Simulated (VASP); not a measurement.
All values below come from SCAN meta-GGA, VASP's PBE PAW potentials (set 64) (plane waves; VASP).

VASP input:

**POSCAR**
```
LiF
2.7481540
  0.0000000000   0.7071067467   0.7071067467
  0.7071067467   0.0000000000   0.7071067467
  0.7071067467   0.7071067467   0.0000000000
Li F
1 1
Direct
  0.0000000000   0.0000000000   0.0000000000
  0.5000000000   0.5000000000   0.5000000000
```

**INCAR**
```
! general
SYSTEM =LiF
PREC   =Accurate
ENCUT  =520
LREAL  =.False.
LASPH  =.True.   ! aspherical one-centre terms

! electronic loop
EDIFF  =1E-7   ! SCF stop (eV)
NELM   =100   ! most electronic steps
ALGO   =Normal
LMIXTAU=.True.

! smearing
ISMEAR =0   ! Gaussian
SIGMA  =0.05   ! width (eV)

! functional
METAGGA=SCAN

! ions
ISIF   =2   ! forces and stress, cell fixed

! output
LWAVE  =.False.
LCHARG =.False.
```

**KPOINTS**
```
K-points
0
Gamma
11 11 11
0 0 0
```

POTCAR, in this order: Li_sv F (PBE.64 set). Program: vasp_std.

Output of the run:

OUTCAR:
```
 ion  position               nearest neighbor table
   1  0.000  0.000  0.000-   2 1.94   2 1.94   2 1.94   2 1.94   2 1.94   2 1.94
   2  0.500  0.500  0.500-   1 1.94   1 1.94   1 1.94   1 1.94   1 1.94   1 1.94
  LATTYP: Found a face centered cubic cell.
 ALAT       =     3.8864764690
 Subroutine PRICEL returns:
 Original cell was already a primitive cell.
 Subroutine GETGRP returns: Found 48 space group operations
The static configuration has the point symmetry O_h .
The dynamic configuration has the point symmetry O_h .
 Subroutine INISYM returns: Found 48 space group operations
 Subroutine IBZKPT returns following result:
 Found     56 irreducible k-points:

 Following reciprocal coordinates:
            Coordinates               Weight
  0.000000  0.000000  0.000000      1.000000
  0.090909  0.000000  0.000000      8.000000
  0.181818  0.000000  0.000000      8.000000
  0.272727  0.000000  0.000000      8.000000
  0.363636  0.000000  0.000000      8.000000
  0.454545  0.000000  0.000000      8.000000
  0.090909  0.090909  0.000000      6.000000
  0.181818  0.090909  0.000000     24.000000
  0.272727  0.090909  0.000000     24.000000
  0.363636  0.090909  0.000000     24.000000
  0.454545  0.090909  0.000000     24.000000
 -0.454545  0.090909  0.000000     24.000000
 -0.363636  0.090909  0.000000     24.000000
 -0.272727  0.090909  0.000000     24.000000
 -0.181818  0.090909  0.000000     24.000000
 -0.090909  0.090909  0.000000     12.000000
  0.181818  0.181818  0.000000      6.000000
  0.272727  0.181818  0.000000     24.000000
  0.363636  0.181818  0.000000     24.000000
  0.454545  0.181818  0.000000     24.000000
 -0.454545  0.181818  0.000000     24.000000
 -0.363636  0.181818  0.000000     24.000000
 -0.272727  0.181818  0.000000     24.000000
 -0.181818  0.181818  0.000000     12.000000
  0.272727  0.272727  0.000000      6.000000
  0.363636  0.272727  0.000000     24.000000
  0.454545  0.272727  0.000000     24.000000
 -0.454545  0.272727  0.000000     24.000000
 -0.363636  0.272727  0.000000     24.000000
 -0.272727  0.272727  0.000000     12.000000
  0.363636  0.363636  0.000000      6.000000
  0.454545  0.363636  0.000000     24.000000
 -0.454545  0.363636  0.000000     24.000000
 -0.363636  0.363636  0.000000     12.000000
  0.454545  0.454545  0.000000      6.000000
 -0.454545  0.454545  0.000000     12.000000
  0.272727  0.181818  0.090909     24.000000
  0.363636  0.181818  0.090909     48.000000
  0.454545  0.181818  0.090909     48.000000
 -0.454545  0.181818  0.090909     48.000000
   k-points           NKPTS =     56   k-points in BZ     NKDIM =     56   number of bands    NBANDS=      9
   number of dos      NEDOS =    301   number of ions     NIONS =      2
   total plane-waves  NPLWV =   8000
   dimension x,y,z NGX =    20 NGY =   20 NGZ =   20
   dimension x,y,z NGXF=    40 NGYF=   40 NGZF=   40
   ions per type =               1   1
   PREC   = accura    normal or accurate (medium, high low for compatibility)
   ISTART =      0    job   : 0-new  1-cont  2-samecut
   ICHARG =      2    charge: 1-file 2-atom 10-const
   ISPIN  =      1    spin polarized calculation?
   LNONCOLLINEAR =      F non collinear calculations
   LSORBIT =      F    spin-orbit coupling
   INIWAV =      1    electr: 0-lowe 1-rand  2-diag
   ENCUT  =  520.0 eV  38.22 Ry    6.18 a.u.   5.11  5.11  5.11*2*pi/ulx,y,z
   NELM   =    100;   NELMIN=  2; NELMDL= -5     # of ELM steps
   EDIFF  = 0.1E-06   stopping-criterion for ELM
   LREAL  =      F    real-space projection
   NLSPLINE    = F    spline interpolate recip. space projectors
   LMAXMIX     =    2 max onsite mixed and CHGCAR
...
```

**OSZICAR**
```
       N       E                     dE             d eps       ncg     rms          rms(c)
DAV:   1     0.223097034655E+02    0.22310E+02   -0.59385E+03  1096   0.116E+03
DAV:   2    -0.145300904304E+02   -0.36840E+02   -0.35878E+02  1138   0.213E+02
DAV:   3    -0.152731827264E+02   -0.74309E+00   -0.74169E+00  1427   0.278E+01
DAV:   4    -0.152790498128E+02   -0.58671E-02   -0.58663E-02  1381   0.215E+00
DAV:   5    -0.152790637295E+02   -0.13917E-04   -0.13917E-04  1347   0.740E-02    0.399E+00
DAV:   6    -0.127116071814E+02    0.25675E+01   -0.49954E-01  1360   0.742E+00    0.194E+00
DAV:   7    -0.135151289092E+02   -0.80352E+00   -0.34582E+00  1081   0.167E+01    0.299E+00
DAV:   8    -0.123860304139E+02    0.11291E+01   -0.58408E-01  1008   0.709E+00    0.122E+00
DAV:   9    -0.121733967405E+02    0.21263E+00   -0.35905E-01  1011   0.629E+00    0.936E-01
DAV:  10    -0.122904430683E+02   -0.11705E+00   -0.16040E-01  1008   0.446E+00    0.442E-02
DAV:  11    -0.122981805401E+02   -0.77375E-02   -0.58196E-03  1008   0.118E+00    0.419E-02
DAV:  12    -0.122981250227E+02    0.55517E-04   -0.78962E-04  1140   0.324E-01    0.541E-02
DAV:  13    -0.122982016007E+02   -0.76578E-04   -0.34411E-04  1020   0.233E-01    0.129E-02
DAV:  14    -0.122983269290E+02   -0.12533E-03   -0.25276E-05  1010   0.732E-02    0.473E-03
DAV:  15    -0.122983278859E+02   -0.95690E-06   -0.61955E-07  1582   0.111E-02    0.337E-03
DAV:  16    -0.122983374562E+02   -0.95702E-05   -0.14006E-06  1029   0.144E-02    0.612E-04
DAV:  17    -0.122983361757E+02    0.12805E-05   -0.22424E-07  1050   0.736E-03    0.431E-04
DAV:  18    -0.122983366759E+02   -0.50021E-06   -0.29260E-09   645   0.871E-04    0.341E-04
DAV:  19    -0.122983370111E+02   -0.33524E-06   -0.42248E-09   541   0.759E-04    0.580E-05
DAV:  20    -0.122983373242E+02   -0.31310E-06   -0.10944E-09   521   0.479E-04    0.152E-05
DAV:  21    -0.122983372468E+02    0.77379E-07   -0.12407E-10   538   0.165E-04
   1 F= -.12298337E+02 E0= -.12298337E+02  d E =-.215587E-29
```

File OUTCAR:
```
------------------------ aborting loop because EDIFF is reached ----------------------------------------
  FORCE on cell =-STRESS in cart. coord.  units (eV):
  Direction    XX          YY          ZZ          XY          YZ          ZX
  --------------------------------------------------------------------------------------
  Total        0.5282579      0.5282579      0.5282579     -0.0000000     -0.0000000      0.0000000
  in kB       57.6698036     57.6698036     57.6698036     -0.0000000     -0.0000000      0.0000000
  external PRESSURE =      57.6698036 kB  Pullay stress =       0.0000000 kB
  volume of cell :       14.68
      direct lattice vectors                 reciprocal lattice vectors
     0.000000000  1.943238235  1.943238235    -0.257302471  0.257302471  0.257302471
     1.943238235  0.000000000  1.943238235     0.257302471 -0.257302471  0.257302471
     1.943238235  1.943238235  0.000000000     0.257302471  0.257302471 -0.257302471
  FREE ENERGIE OF THE ION-ELECTRON SYSTEM (eV)
  ---------------------------------------------------
  free  energy   TOTEN  =       -12.2983372468 eV

  energy  without entropy=      -12.2983372468  energy(sigma->0) =      -12.29833725
```
(Selected blocks of OUTCAR.)

### OUTCAR
```
 val. band max:       -0.9821675230   @ k =   0.0000   0.0000   0.0000

 cond. band min:      10.3074645601   @ k =   0.0000   0.0000   0.0000


 Fermi energy:        -0.5975162214

 k-point     1 :       0.0000    0.0000    0.0000
  band No.  band energies     occupation
      1     -42.8089      2.00000
      2     -22.4690      2.00000
      3      -0.9828      2.00000
      4      -0.9822      2.00000
      5      -0.9822      2.00000
      6      10.3075      0.00000
      7      25.5168      0.00000
      8      25.5168      0.00000
      9      25.5173      0.00000

 k-point     2 :       0.0909    0.0000    0.0000
  band No.  band energies     occupation
      1     -42.8014      2.00000
      2     -22.4323      2.00000
      3      -1.2442      2.00000
      4      -1.0065      2.00000
      5      -1.0059      2.00000
      6      10.5428      0.00000
      7      22.9174      0.00000
      8      24.6891      0.00000
      9      24.6899      0.00000

 k-point     3 :       0.1818    0.0000    0.0000
  band No.  band energies     occupation
      1     -42.7819      2.00000
      2     -22.3351      2.00000
      3      -1.9039      2.00000
      4      -1.0690      2.00000
      5      -1.0684      2.00000
      6      11.0612      0.00000
      7      20.4197      0.00000
      8      23.2176      0.00000
      9      23.2185      0.00000

 k-point     4 :       0.2727    0.0000    0.0000
  band No.  band energies     occupation
      1     -42.7565      2.00000
      2     -22.2024      2.00000
      3      -2.6971      2.00000
      4      -1.1484      2.00000
      5      -1.1478      2.00000
      6      11.4728      0.00000
      7      18.9303      0.00000
      8      21.8487      0.00000
      9      21.8496      0.00000

 k-point     5 :       0.3636    0.0000    0.0000
  band No.  band energies     occupation
      1     -42.7331      2.00000
      2     -22.0746      2.00000
      3      -3.3756      2.00000
...
```

The compound is LiF in the rock salt structure. This cell is one point of a volume scan, at 0.94 of the reference volume.
